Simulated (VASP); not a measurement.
Output of a VASP run:

**OSZICAR**
```
       N       E                     dE             d eps       ncg     rms          rms(c)
DAV:   1     0.490470242716E+03    0.49047E+03   -0.17617E+04  1376   0.304E+03
DAV:   2     0.115040927768E+03   -0.37543E+03   -0.36958E+03  1880   0.442E+02
DAV:   3    -0.252784123724E+02   -0.14032E+03   -0.13848E+03  2520   0.245E+02
DAV:   4    -0.467842176781E+02   -0.21506E+02   -0.21494E+02  2392   0.108E+02
DAV:   5    -0.479774862095E+02   -0.11933E+01   -0.11926E+01  2488   0.285E+01    0.149E+01
DAV:   6    -0.432356672595E+02    0.47418E+01   -0.39832E+01  2112   0.424E+01    0.786E+00
DAV:   7    -0.431766963264E+02    0.58971E-01   -0.37201E+00  2584   0.219E+01    0.404E+00
DAV:   8    -0.431303164683E+02    0.46380E-01   -0.47415E-01  2456   0.694E+00    0.106E+00
DAV:   9    -0.431181234898E+02    0.12193E-01   -0.78168E-02  2456   0.239E+00    0.338E-01
DAV:  10    -0.431190239518E+02   -0.90046E-03   -0.20687E-02  2200   0.113E+00    0.138E-01
DAV:  11    -0.431194755132E+02   -0.45156E-03   -0.47317E-03  2568   0.607E-01    0.940E-02
DAV:  12    -0.431194962236E+02   -0.20710E-04   -0.11298E-03  2280   0.246E-01    0.370E-02
DAV:  13    -0.431195244207E+02   -0.28197E-04   -0.45615E-04  2408   0.167E-01    0.217E-02
DAV:  14    -0.431195243421E+02    0.78599E-07   -0.48859E-05  2592   0.719E-02    0.113E-02
DAV:  15    -0.431195247129E+02   -0.37082E-06   -0.11146E-05  2488   0.249E-02    0.557E-03
DAV:  16    -0.431195252382E+02   -0.52536E-06   -0.85428E-06  2264   0.221E-02
   1 F= -.34446658E+02 E0= -.34446658E+02  d E =-.344467E+02
       N       E                     dE             d eps       ncg     rms          rms(c)
DAV:   1    -0.431819495421E+02   -0.62425E-01   -0.28012E-01  1960   0.479E+00    0.659E-01
DAV:   2    -0.431754309995E+02    0.65185E-02   -0.38141E-02  2456   0.163E+00    0.206E-01
DAV:   3    -0.431741336070E+02    0.12974E-02   -0.37654E-03  2152   0.820E-01    0.821E-02
DAV:   4    -0.431739779343E+02    0.15567E-03   -0.14720E-03  2544   0.388E-01    0.246E-02
DAV:   5    -0.431739824841E+02   -0.45498E-05   -0.13983E-04  2624   0.110E-01    0.178E-02
DAV:   6    -0.431739855760E+02   -0.30919E-05   -0.10891E-05  2536   0.288E-02    0.153E-02
DAV:   7    -0.431739904466E+02   -0.48706E-05   -0.28008E-05  2464   0.516E-02    0.775E-03
DAV:   8    -0.431739902652E+02    0.18131E-06   -0.10155E-05  2312   0.250E-02    0.461E-03
DAV:   9    -0.431739895795E+02    0.68569E-06   -0.56379E-06  1968   0.232E-02
   2 F= -.34445883E+02 E0= -.34445883E+02  d E =0.774569E-03
       N       E                     dE             d eps       ncg     rms          rms(c)
DAV:   1    -0.431416391957E+02    0.32351E-01   -0.12645E-01  1984   0.323E+00    0.444E-01
DAV:   2    -0.431386421929E+02    0.29970E-02   -0.16923E-02  2336   0.107E+00    0.136E-01
DAV:   3    -0.431380743203E+02    0.56787E-03   -0.16497E-03  2184   0.555E-01    0.548E-02
DAV:   4    -0.431380033800E+02    0.70940E-04   -0.64247E-04  2472   0.266E-01    0.158E-02
DAV:   5    -0.431380081782E+02   -0.47982E-05   -0.67073E-05  2576   0.781E-02    0.107E-02
DAV:   6    -0.431380113675E+02   -0.31893E-05   -0.53408E-06  1992   0.229E-02    0.855E-03
DAV:   7    -0.431380185884E+02   -0.72208E-05   -0.11662E-05  2464   0.335E-02    0.365E-03
DAV:   8    -0.431380195212E+02   -0.93283E-06   -0.13248E-06  1280   0.142E-02
   3 F= -.34446910E+02 E0= -.34446910E+02  d E =-.252494E-03
```

**OUTCAR**
```
------------------------ aborting loop because EDIFF is reached ----------------------------------------
  FORCE on cell =-STRESS in cart. coord.  units (eV):
  Direction    XX          YY          ZZ          XY          YZ          ZX
  --------------------------------------------------------------------------------------
  Total        8.6859325      8.6859286      8.6844905      0.0000000      0.0000000      0.0000000
  in kB      199.8808684    199.8807794    199.8476846      0.0000000      0.0000000      0.0000000
  external PRESSURE =      -0.1302225 kB  Pullay stress =     200.0000000 kB
  volume of cell :       69.62
      direct lattice vectors                 reciprocal lattice vectors
     1.917234183 -3.320746276  0.000000000     0.260792346 -0.150568565 -0.000000000
     1.917234183  3.320746276 -0.000000000     0.260792346  0.150568565 -0.000000000
     0.000000000  0.000000000  5.467829325     0.000000000  0.000000000  0.182887932
 POSITION                                       TOTAL-FORCE (eV/Angst)
 -----------------------------------------------------------------------------------
      1.91723      1.10692      1.27401         0.000000      0.000000     -0.001694
      1.91723     -1.10692      4.19382         0.000000      0.000000      0.001694
      0.00000     -0.00000      0.00000        -0.000000      0.000000      0.000000
      1.91723      1.10692      3.58897        -0.000000      0.000000     -0.005543
      1.91723     -1.10692      1.87886         0.000000     -0.000000      0.005543
 -----------------------------------------------------------------------------------
    total drift:                                0.000000     -0.000000      0.000000
  FREE ENERGIE OF THE ION-ELECTRON SYSTEM (eV)
  ---------------------------------------------------
  free  energy   TOTEN  =       -43.1380195212 eV

  energy  without entropy=      -43.1380195212  energy(sigma->0) =      -43.13801952
  enthalpy is  TOTEN    =       -34.4469101195 eV   P V=        8.6911094017

 reached required accuracy - stopping structural energy minimisation
```
(Selected blocks of OUTCAR.)

**POSCAR**
```
La2O3
1
    1.9158052774    -3.3182713791     0.0000000000
    1.9158052774     3.3182713791    -0.0000000000
    0.0000000000    -0.0000000000     5.4644951113
La O
2 3
Direct
  0.3333330000   0.6666670000   0.2331062535
  0.6666670000   0.3333330000   0.7668937465
  0.0000000000   0.0000000000   1.0000000000
  0.3333330000   0.6666670000   0.6564112386
  0.6666670000   0.3333330000   0.3435887614
```

**Question.** Write an INCAR and KPOINTS that could have produced this output.

**Answer.** One answer among several that fit: the input of the run itself, PBEsol GGA, plane waves, VASP's PBE PAW potentials (set 64).

### KPOINTS
```
Automatic mesh
0
Gamma
7 7 4
0 0 0
```

### INCAR
```
# general
SYSTEM   =  La2O3
PREC     =  Accurate
ENCUT    =  620
LREAL    =  .FALSE.
LASPH    =  .TRUE.

# electronic loop
EDIFF    =  1E-6
NELM     =  100
ALGO     =  Normal
LMAXMIX  =  6

# smearing
ISMEAR   =  0
SIGMA    =  0.05

# functional
GGA      =  PS

# ions
IBRION   =  2
NSW      =  40
ISIF     =  3
EDIFFG   =  -0.02
PSTRESS  =  200

# output
LWAVE    =  .FALSE.
LCHARG   =  .FALSE.
```

POTCAR, in this order: La O (PBE.64 set). Program: vasp_std.

The compound is La2O3 in the a-type structure. This run relaxes it under an external pressure of 20 GPa. Symmetry was kept, so distortions that lower it aren't found.
